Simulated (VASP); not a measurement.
# HfRu3 (Pm-3m) in VASP: single point with LDA

Aim: the single point of HfRu3 with LDA.

Program: VASP 6.6.1. These are calculated values, not measurements. Logs are shortened: lines on timing, memory, paths and dates and some standing lists are left out, and cuts for length are marked.

### Step 1. The structure

The structure is cubic, space group Pm-3m (No. 221). The conventional cell has a = 3.956 Å, b = 3.956 Å, c = 3.956 Å, α = 90.00°, β = 90.00°, γ = 90.00°. Hf (site symmetry m-3m) has 12 Ru at 2.80 Å as nearest neighbours. Ru (site symmetry 4/mmm) has 4 Hf at 2.80 Å and 8 Ru at 2.80 Å as nearest neighbours.

The cell comes from a database or a generator and needn't be the stable form of this composition.

### Step 2. Single point, LDA

File INCAR:

```
SYSTEM = HfRu3
  PREC = Accurate
  ENCUT = 520
  EDIFF = 1E-7
  ISMEAR = -1
  SIGMA = 0.1
  LREAL = .False.
  LASPH = .True.
  NELM = 100
  ALGO = Normal
  ISIF = 2
  LWAVE = .False.
  LCHARG = .False.
  GGA = CA
  NBANDS = 34
```

File KPOINTS:

```
Automatic mesh
0
Gamma
  4 4 4
  0 0 0
```

File POSCAR:

```
HfRu3
1.0
    3.9557730000      0.0000000000      0.0000000000
    0.0000000000      3.9557730000      0.0000000000
    0.0000000000      0.0000000000      3.9557730000
Hf Ru
1 3
Direct
    0.0000000000      0.0000000000      0.0000000000
    0.5000000000      0.5000000000      0.0000000000
    0.5000000000      0.0000000000      0.5000000000
    0.0000000000      0.5000000000      0.5000000000
```

Potentials or basis: VASP PAW LDA potentials, release 64 (Hf_pv, Ru_pv).

Started as:

```
> cat potpaw_LDA.64/Hf_pv/POTCAR potpaw_LDA.64/Ru_pv/POTCAR > POTCAR
> mpirun -np 1 vasp_std > vasp.out
```

OUTCAR:

```text
SYSTEM = HfRu3
   PREC = Accurate
   ENCUT = 520
   EDIFF = 1E-7
   ISMEAR = -1
   LREAL = .False.
   LASPH = .True.
   NELM = 100
   ISIF = 2
   GGA = CA

 ion  position               nearest neighbor table
   1  0.000  0.000  0.000-   2 2.80   3 2.80   4 2.80   3 2.80   4 2.80   2 2.80   4 2.80   4 2.80
                             2 2.80   3 2.80   3 2.80   2 2.80
   2  0.500  0.500  0.000-   1 2.80   3 2.80   4 2.80   3 2.80   4 2.80   1 2.80   3 2.80   3 2.80
                             1 2.80   4 2.80   4 2.80   1 2.80
   3  0.500  0.000  0.500-   1 2.80   2 2.80   4 2.80   1 2.80   2 2.80   2 2.80   4 2.80   2 2.80
                             1 2.80   4 2.80   1 2.80   4 2.80
   4  0.000  0.500  0.500-   1 2.80   2 2.80   3 2.80   1 2.80   2 2.80   1 2.80   3 2.80   1 2.80
                             2 2.80   3 2.80   2 2.80   3 2.80

  LATTYP: Found a simple cubic cell.
 ALAT       =     3.9557730000

  Lattice vectors:

 A1 = (   3.9557730000,   0.0000000000,   0.0000000000)
 A2 = (   0.0000000000,   3.9557730000,   0.0000000000)
 A3 = (   0.0000000000,   0.0000000000,   3.9557730000)

Analysis of symmetry for initial positions (statically):
=====================================================================
 Subroutine PRICEL returns:
 Original cell was already a primitive cell.

 Routine SETGRP: Setting up the symmetry group for a
 simple cubic supercell.

 Subroutine GETGRP returns: Found 48 space group operations
 (whereof 48 operations were pure point group operations)
 out of a pool of 48 trial point group operations.

The static configuration has the point symmetry O_h .

Analysis of symmetry for dynamics (positions and initial velocities):
=====================================================================
 Subroutine PRICEL returns:
 Original cell was already a primitive cell.

 Routine SETGRP: Setting up the symmetry group for a
 simple cubic supercell.

 Subroutine GETGRP returns: Found 48 space group operations
 (whereof 48 operations were pure point group operations)
 out of a pool of 48 trial point group operations.

The dynamic configuration has the point symmetry O_h .

 Subroutine INISYM returns: Found 48 space group operations
 (whereof 48 operations are pure point group operations),
 and found     1 'primitive' translations

----------------------------------------------------------------------------------------

                                     Primitive cell

  volume of cell :      61.9005

  direct lattice vectors                    reciprocal lattice vectors
     3.955773000  0.000000000  0.000000000     0.252795092  0.000000000  0.000000000
     0.000000000  3.955773000  0.000000000     0.000000000  0.252795092  0.000000000
     0.000000000  0.000000000  3.955773000     0.000000000  0.000000000  0.252795092

  length of vectors
     3.955773000  3.955773000  3.955773000     0.252795092  0.252795092  0.252795092

  position of ions in fractional coordinates (direct lattice)
     0.000000000  0.000000000  0.000000000
     0.500000000  0.500000000  0.000000000
     0.500000000  0.000000000  0.500000000
     0.000000000  0.500000000  0.500000000

  ion indices of the primitive-cell ions
   primitive index   ion index
                 1           1
                 2           2
                 3           3
                 4           4

----------------------------------------------------------------------------------------

 KPOINTS: Automatic mesh

Automatic generation of k-mesh.
 Grid dimensions read from file:
 generate k-points for:    4    4    4

 Generating k-lattice:

  Cartesian coordinates                     Fractional coordinates (reciprocal lattice)
     0.063198773  0.000000000  0.000000000     0.250000000  0.000000000  0.000000000
     0.000000000  0.063198773  0.000000000     0.000000000  0.250000000  0.000000000
     0.000000000  0.000000000  0.063198773     0.000000000  0.000000000  0.250000000

  Length of vectors
     0.063198773  0.063198773  0.063198773

  Shift w.r.t. Gamma in fractional coordinates (k-lattice)
     0.000000000  0.000000000  0.000000000

 Subroutine IBZKPT returns following result:
 ===========================================

 Found     10 irreducible k-points:

 Following reciprocal coordinates:
            Coordinates               Weight
  0.000000  0.000000  0.000000      1.000000
  0.250000  0.000000  0.000000      6.000000
  0.500000  0.000000  0.000000      3.000000
  0.250000  0.250000  0.000000     12.000000
  0.500000  0.250000  0.000000     12.000000
  0.500000  0.500000  0.000000      3.000000
  0.250000  0.250000  0.250000      8.000000
  0.500000  0.250000  0.250000     12.000000
  0.500000  0.500000  0.250000      6.000000
  0.500000  0.500000  0.500000      1.000000
   k-points           NKPTS =     10   k-points in BZ     NKDIM =     10   number of bands    NBANDS=     34
   number of dos      NEDOS =    301   number of ions     NIONS =      4
   total plane-waves  NPLWV =  27000
   dimension x,y,z NGX =    30 NGY =   30 NGZ =   30
   dimension x,y,z NGXF=    60 NGYF=   60 NGZF=   60
   ions per type =               1   3
   NGX,Y,Z   is equivalent  to a cutoff of  12.61, 12.61, 12.61 a.u.
   NGXF,Y,Z  is equivalent  to a cutoff of  25.22, 25.22, 25.22 a.u.
 SYSTEM =  HfRu3
   PREC   = accura    normal or accurate (medium, high low for compatibility)
   ISTART =      0    job   : 0-new  1-cont  2-samecut
   ICHARG =      2    charge: 1-file 2-atom 10-const
   ISPIN  =      1    spin polarized calculation?
   LNONCOLLINEAR =      F non collinear calculations
   LSORBIT =      F    spin-orbit coupling
   LASPH  =      T    aspherical Exc in radial PAW
   ENCUT  =  520.0 eV  38.22 Ry    6.18 a.u.   7.36  7.36  7.36*2*pi/ulx,y,z
   NELM   =    100;   NELMIN=  2; NELMDL= -5     # of ELM steps
   EDIFF  = 0.1E-06   stopping-criterion for ELM
   LREAL  =      F    real-space projection
   EDIFFG = 0.1E-05   stopping-criterion for IOM
   NSW    =      0    number of steps for IOM
   IBRION =     -1    ionic relax: 0-MD 1-quasi-New 2-CG
   NFREE  =      0    steps in history (QN), initial steepest desc. (CG)
   ISIF   =      2    stress and relaxation
   ISYM   =      2    0-nonsym 1-usesym 2-fastsym
   POTIM  = 0.5000    time-step for ionic-motion
   TEBEG  =    0.0;   TEEND  =   0.0 temperature during run
   PSTRESS=    0.0 pullay stress
   NELECT =      52.0000    total number of electrons
   NUPDOWN=      -1.0000    fix difference up-down
   EMIN   =  10.00;   EMAX   =-10.00  energy-range for DOS
   EFERMI =   0.00;   METHOD = LEGACY
   ISMEAR =    -1;   SIGMA  =   0.10  broadening in eV -4-tet -1-fermi 0-gaus
   EFERMI_NEDOS =   21; number of points for ismear=-14 and -15
   IALGO  =     38    algorithm
   IMIX   =      4    mixing-type and parameters
     AMIX     =   0.40;   BMIX     =  1.00
     AMIX_MAG =   1.60;   BMIX_MAG =  1.00
  volume/ion in A,a.u.               =      15.48       104.43
  Fermi-wavevector in a.u.,A,eV,Ry     =   1.544702  2.919063 32.464901  2.386103
  Thomas-Fermi vector in A             =   2.650185
   LORBIT       =      0    0 simple, 1 ext, 2 COOP (PROOUT), +10 PAW based schemes
   GGA     = CA    functional components
   LHFCALC =     F    Hartree Fock is set to
   AEXX    =    0.0000 exact exchange contribution
   IVDW    =     0    specifies the selected vdW correction
   LEPSILON=     F    determine dielectric tensor
   LRPA    =     F    only Hartree local field effects (RPA)
 non-spin polarized calculation
  energy-cutoff  :      520.00
  volume of cell :       61.90
 maximum number of plane-waves:      1743
 NGX is ok and might be reduce to    30
   NGX = 15   NGY = 15   NGZ = 15

 number of electron      51.9999966 magnetization

 Free energy of the ion-electron system (eV)
  ---------------------------------------------------
  ext. energy  EPLUGINS =         0.00000000
  ---------------------------------------------------
  free energy    TOTEN  =       -43.36509041 eV

  energy without entropy =      -43.15573153  energy(sigma->0) =      -43.26041097

 E-fermi :   9.4737     XC(G=0): -13.4952

 val. band max:        9.4643621692   @ k =   0.5000   0.5000   0.2500
 cond. band min:       9.4810355161   @ k =   0.2500   0.2500   0.2500
 fundamental gap:      0.0166733469
 Fermi energy:         9.4737033857

 k-point     1 :       0.0000    0.0000    0.0000
  band No.  band energies     occupation
      1     -32.7967      2.00000
      2     -32.7967      2.00000
      3     -32.7967      2.00000
      4     -32.4656      2.00000
      5     -32.4656      2.00000
      6     -32.4656      2.00000
[... 26 lines left out ...]
     33      14.3174      0.00000
     34      15.9767      0.00000

 k-point     2 :       0.2500    0.0000    0.0000
  band No.  band energies     occupation
      1     -32.7576      2.00000
      2     -32.7576      2.00000
      3     -32.7289      2.00000
      4     -32.4805      2.00000
      5     -32.4805      2.00000
      6     -32.4698      2.00000
[... 26 lines left out ...]
     33      13.9040      0.00000
     34      15.8556      0.00000

 k-point     3 :       0.5000    0.0000    0.0000
  band No.  band energies     occupation
      1     -32.7054      2.00000
      2     -32.7054      2.00000
      3     -32.5692      2.00000
      4     -32.5535      2.00000
      5     -32.5111      2.00000
      6     -32.5111      2.00000
[... 26 lines left out ...]
     33      13.2175      0.00000
     34      15.7598      0.00000

 k-point     4 :       0.2500    0.2500    0.0000
  band No.  band energies     occupation
      1     -32.7784      2.00000
      2     -32.7162      2.00000
      3     -32.6392      2.00000
      4     -32.5715      2.00000
      5     -32.4866      2.00000
      6     -32.4440      2.00000
[... 26 lines left out ...]
     33      14.2114      0.00000
     34      14.5548      0.00000

 k-point     5 :       0.5000    0.2500    0.0000
  band No.  band energies     occupation
      1     -32.7452      2.00000
      2     -32.6628      2.00000
      3     -32.6573      2.00000
      4     -32.5370      2.00000
      5     -32.5181      2.00000
      6     -32.5093      2.00000
[... 26 lines left out ...]
     33      13.4591      0.00000
     34      13.9579      0.00000

 k-point     6 :       0.5000    0.5000    0.0000
  band No.  band energies     occupation
      1     -32.7732      2.00000
      2     -32.7216      2.00000
      3     -32.5622      2.00000
      4     -32.5204      2.00000
      5     -32.5204      2.00000
      6     -32.5076      2.00000
[... 26 lines left out ...]
     33      13.5136      0.00000
     34      13.5136      0.00000

 k-point     7 :       0.2500    0.2500    0.2500
  band No.  band energies     occupation
      1     -32.8377      2.00000
      2     -32.6478      2.00000
      3     -32.6478      2.00000
      4     -32.5661      2.00000
      5     -32.5115      2.00000
      6     -32.5115      2.00000
[... 26 lines left out ...]
     33      13.5363      0.00000
     34      16.4504      0.00000

 k-point     8 :       0.5000    0.2500    0.2500
  band No.  band energies     occupation
      1     -32.8471      2.00000
      2     -32.6720      2.00000
      3     -32.6588      2.00000
      4     -32.6150      2.00000
      5     -32.5230      2.00000
      6     -32.3915      2.00000
[... 26 lines left out ...]
     33      13.2630      0.00000
     34      14.2913      0.00000

 k-point     9 :       0.5000    0.5000    0.2500
  band No.  band energies     occupation
      1     -32.8966      2.00000
      2     -32.7281      2.00000
      3     -32.6694      2.00000
      4     -32.6694      2.00000
      5     -32.4372      2.00000
      6     -32.3619      2.00000
[... 26 lines left out ...]
     33      13.3893      0.00000
     34      14.1075      0.00000

 k-point    10 :       0.5000    0.5000    0.5000
  band No.  band energies     occupation
      1     -32.9733      2.00000
      2     -32.7346      2.00000
      3     -32.7346      2.00000
      4     -32.7346      2.00000
      5     -32.3589      2.00000
      6     -32.3589      2.00000
[... 26 lines left out ...]
     33      13.7780      0.00000
     34      13.7780      0.00000

------------------------ aborting loop because EDIFF is reached ----------------------------------------

  FORCE on cell =-STRESS in cart. coord.  units (eV):
  Direction    XX          YY          ZZ          XY          YZ          ZX
  --------------------------------------------------------------------------------------
  -------------------------------------------------------------------------------------
  Total       -5.4364185     -5.4364185     -5.4364185     -0.0000000     -0.0000000      0.0000000
  in kB     -140.7114302   -140.7114302   -140.7114302     -0.0000000     -0.0000000      0.0000000
  external PRESSURE =    -140.7114302 kB  Pullay stress =       0.0000000 kB

 VOLUME and BASIS-vectors are now :
 -----------------------------------------------------------------------------
  energy-cutoff  :      520.00
  volume of cell :       61.90
      direct lattice vectors                 reciprocal lattice vectors
     3.955773000  0.000000000  0.000000000     0.252795092  0.000000000  0.000000000
     0.000000000  3.955773000  0.000000000     0.000000000  0.252795092  0.000000000
     0.000000000  0.000000000  3.955773000     0.000000000  0.000000000  0.252795092

 POSITION                                       TOTAL-FORCE (eV/Angst)
 -----------------------------------------------------------------------------------
      0.00000      0.00000      0.00000         0.000000      0.000000      0.000000
      1.97789      1.97789      0.00000         0.000000      0.000000      0.000000
      1.97789      0.00000      1.97789         0.000000      0.000000      0.000000
      0.00000      1.97789      1.97789         0.000000      0.000000      0.000000
 -----------------------------------------------------------------------------------
    total drift:                                0.000000      0.000000     -0.000000

  FREE ENERGIE OF THE ION-ELECTRON SYSTEM (eV)
  ---------------------------------------------------
  free  energy   TOTEN  =       -43.3650904087 eV

  energy  without entropy=      -43.1557315252  energy(sigma->0) =      -43.26041097
```

Wall time 11 s (1 thread of Intel Xeon 6975P-C (Granite Rapids), shared host); peak memory 0.15 GiB.

Results:

```
Free energy            : -43.3651 eV
Pressure               : -14.1 GPa
Band gap on the k mesh : none (metal or under the smearing width)
```

Levels at points of the mesh, in eV from the Fermi level:
| k point | band 22 | band 23 | band 24 | band 25 | band 26 | band 27 | band 28 | band 29 | band 30 | band 31 |
| --- | --- | --- | --- | --- | --- | --- | --- | --- | --- | --- |
| (0.00, 0.00, 0.00) | -1.36 | 0.61 | 0.61 | 1.72 | 2.21 | 2.21 | 2.21 | 3.91 | 3.91 | 3.91 |
| (0.50, 0.00, 0.00) | -2.14 | -0.92 | -0.61 | -0.26 | -0.26 | -0.21 | 0.91 | 2.21 | 2.34 | 2.34 |
| (0.50, 0.50, 0.00) | -2.18 | -2.05 | -1.02 | -0.82 | -0.74 | -0.74 | 0.04 | 0.10 | 3.09 | 3.09 |
| (0.50, 0.50, 0.50) | -1.43 | -0.89 | -0.89 | 1.05 | 1.69 | 1.69 | 1.69 | 1.77 | 1.77 | 1.77 |

Caveat: the k mesh is coarse (spacing up to 0.40 Å⁻¹), so the values aren't converged.
